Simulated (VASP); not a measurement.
Output of a VASP run:

### OSZICAR
```
       N       E                     dE             d eps       ncg     rms          rms(c)
DAV:   1    -0.293618486566E+01   -0.29362E+01   -0.91433E+02    10   0.291E+02
DAV:   2    -0.408671904341E+01   -0.11505E+01   -0.11505E+01    20   0.604E+01
DAV:   3    -0.409693749771E+01   -0.10218E-01   -0.10218E-01    15   0.473E+00
DAV:   4    -0.409699492398E+01   -0.57426E-04   -0.57427E-04    15   0.285E-01
DAV:   5    -0.409699533747E+01   -0.41349E-06   -0.41311E-06    15   0.246E-02    0.842E-01
DAV:   6    -0.409761776894E+01   -0.62243E-03   -0.35541E-04    10   0.221E-01    0.512E-01
DAV:   7    -0.409978078818E+01   -0.21630E-02   -0.97271E-04    10   0.369E-01    0.175E-02
DAV:   8    -0.409982023636E+01   -0.39448E-04   -0.74483E-05    10   0.989E-02    0.100E-02
DAV:   9    -0.409982580796E+01   -0.55716E-05   -0.60122E-06    20   0.186E-02    0.393E-03
DAV:  10    -0.409982723276E+01   -0.14248E-05   -0.11413E-07     5   0.488E-03    0.836E-04
DAV:  11    -0.409982743185E+01   -0.19908E-06   -0.34767E-08     5   0.218E-03
   1 F= -.40998274E+01 E0= -.40857227E+01  d E =-.282095E-01
```

OUTCAR:
```
------------------------ aborting loop because EDIFF is reached ----------------------------------------
  FORCE on cell =-STRESS in cart. coord.  units (eV):
  Direction    XX          YY          ZZ          XY          YZ          ZX
  --------------------------------------------------------------------------------------
  Total       -1.0481577     -1.0481577     -1.0481577     -0.0000000      0.0000000      0.0000000
  in kB      -79.0116091    -79.0116091    -79.0116091     -0.0000000      0.0000000      0.0000000
  external PRESSURE =     -79.0116091 kB  Pullay stress =       0.0000000 kB
  volume of cell :       21.25
      direct lattice vectors                 reciprocal lattice vectors
    -1.745000000  1.745000000  1.745000000     0.000000000  0.286532951  0.286532951
     1.745000000 -1.745000000  1.745000000     0.286532951  0.000000000  0.286532951
     1.745000000  1.745000000 -1.745000000     0.286532951  0.286532951  0.000000000
 POSITION                                       TOTAL-FORCE (eV/Angst)
 -----------------------------------------------------------------------------------
      0.00000      0.00000      0.00000        -0.000000      0.000000     -0.000000
 -----------------------------------------------------------------------------------
    total drift:                                0.000000      0.000000     -0.000000
  FREE ENERGIE OF THE ION-ELECTRON SYSTEM (eV)
  ---------------------------------------------------
  free  energy   TOTEN  =        -4.0998274318 eV

  energy  without entropy=       -4.0716179527  energy(sigma->0) =       -4.08572269
```
(Selected blocks of OUTCAR.)

**POSCAR**
```
Li
1
   -1.7450000000     1.7450000000     1.7450000000
    1.7450000000    -1.7450000000     1.7450000000
    1.7450000000     1.7450000000    -1.7450000000
Li
1
Direct
  0.0000000000   0.0000000000   0.0000000000
```

Write an INCAR and KPOINTS that could have produced this output.

One answer among several that fit: the input of the run itself, PBE GGA, plane waves, VASP's PBE PAW potentials (set 64).

### KPOINTS
```
Automatic mesh
0
gamma
1 1 1
```

**INCAR**
```
LCHARG  =  F
LREAL  =  F   ! projection in real space or not
ALGO  =  Normal   ! blocked Davidson
ISMEAR  =  0
ENCUT  =  520
NELM  =  100   ! most electronic steps
PREC  =  Accurate
LASPH  =  T   ! aspherical one-centre terms
SYSTEM  =  Li
ISIF  =  2   ! forces and stress, cell fixed
LWAVE  =  F
GGA  =  PE
EDIFF  =  1E-6
SIGMA  =  0.05
```

POTCAR, in this order: Li_sv (PBE.64 set). Program: vasp_std.

The compound is Li in the bcc structure. The cell was not relaxed at this level. The k-mesh is coarse (spacing up to 2.55 per Å, 2π included), so the numbers may not be converged in it.
